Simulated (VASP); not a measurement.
OSZICAR of a VASP run on PbSe (space group Fm-3m):

**OSZICAR**
```
       N       E                     dE             d eps       ncg     rms          rms(c)
DAV:   1     0.142366745197E+03    0.14237E+03   -0.83813E+03   568   0.118E+03
DAV:   2     0.125482297054E+01   -0.14111E+03   -0.13832E+03   584   0.318E+02
DAV:   3    -0.949489237748E+01   -0.10750E+02   -0.10711E+02   770   0.952E+01
DAV:   4    -0.971526555332E+01   -0.22037E+00   -0.22028E+00   618   0.174E+01
DAV:   5    -0.972317138873E+01   -0.79058E-02   -0.79057E-02   768   0.292E+00    0.273E+00
DAV:   6    -0.942970105129E+01    0.29347E+00   -0.82179E-01   808   0.706E+00    0.153E+00
DAV:   7    -0.942068961332E+01    0.90114E-02   -0.98688E-02   618   0.173E+00    0.828E-01
DAV:   8    -0.941900744398E+01    0.16822E-02   -0.10128E-02   650   0.120E+00    0.132E-01
DAV:   9    -0.941865327903E+01    0.35416E-03   -0.22720E-03   776   0.458E-01    0.494E-02
DAV:  10    -0.941866665043E+01   -0.13371E-04   -0.12274E-04   638   0.754E-02    0.143E-02
DAV:  11    -0.941866571292E+01    0.93751E-06   -0.10922E-05   694   0.387E-02    0.386E-03
DAV:  12    -0.941866554285E+01    0.17007E-06   -0.94689E-07   322   0.155E-02
   1 F= -.94186655E+01 E0= -.94186655E+01  d E =-.941867E+01
       N       E                     dE             d eps       ncg     rms          rms(c)
DAV:   1    -0.111450759960E+02   -0.17264E+01   -0.48271E+01   686   0.116E+02    0.714E+00
DAV:   2    -0.965833779848E+01    0.14867E+01   -0.32896E+00   692   0.398E+01    0.242E+00
DAV:   3    -0.945379781364E+01    0.20454E+00   -0.94847E-01   680   0.175E+01    0.445E-01
DAV:   4    -0.945563806413E+01   -0.18403E-02   -0.20086E-02   576   0.131E+00    0.204E-01
DAV:   5    -0.945622896900E+01   -0.59090E-03   -0.19235E-03   750   0.464E-01    0.648E-02
DAV:   6    -0.945620510041E+01    0.23869E-04   -0.14564E-04   668   0.961E-02    0.110E-02
DAV:   7    -0.945620122458E+01    0.38758E-05   -0.58901E-06   620   0.238E-02    0.561E-03
DAV:   8    -0.945620143016E+01   -0.20558E-06   -0.41265E-06   602   0.106E-02
   2 F= -.94562014E+01 E0= -.94562014E+01  d E =-.375359E-01
       N       E                     dE             d eps       ncg     rms          rms(c)
DAV:   1    -0.958012845694E+01   -0.12393E+00   -0.38068E+00   686   0.377E+01    0.183E+00
DAV:   2    -0.947937098252E+01    0.10076E+00   -0.21090E-01   686   0.867E+00    0.669E-01
DAV:   3    -0.946260790480E+01    0.16763E-01   -0.75113E-02   686   0.491E+00    0.114E-01
DAV:   4    -0.946266978338E+01   -0.61879E-04   -0.17206E-03   560   0.475E-01    0.418E-02
DAV:   5    -0.946266675329E+01    0.30301E-05   -0.30422E-04   718   0.279E-01    0.204E-02
DAV:   6    -0.946265926408E+01    0.74892E-05   -0.35211E-05   686   0.117E-01    0.344E-03
DAV:   7    -0.946265895332E+01    0.31076E-06   -0.11614E-06   332   0.169E-02
   3 F= -.94626590E+01 E0= -.94626590E+01  d E =-.439934E-01
```

Question: Which electronic solver shows in the log?

Answer: It is blocked Davidson (ALGO = Normal, or the opening steps of other solvers). The INCAR had ALGO = Normal.

Question: Can the final energy be trusted as converged?

Answer: The run converged. It stopped with EDIFF = 1E-6, NELM = 100, NSW = 60 and EDIFFG = -0.01 after 3 ionic steps (LDA (Ceperley-Alder, Perdew-Zunger), plane waves, VASP's LDA PAW potentials (set 64)). Energy and stress use the plane-wave basis of the starting cell.

The structure comes from a computed database's PbSe entry (Fm-3m); how it stands against other phases isn't given here. This run relaxes it. Symmetry was kept, so distortions that lower it aren't found.
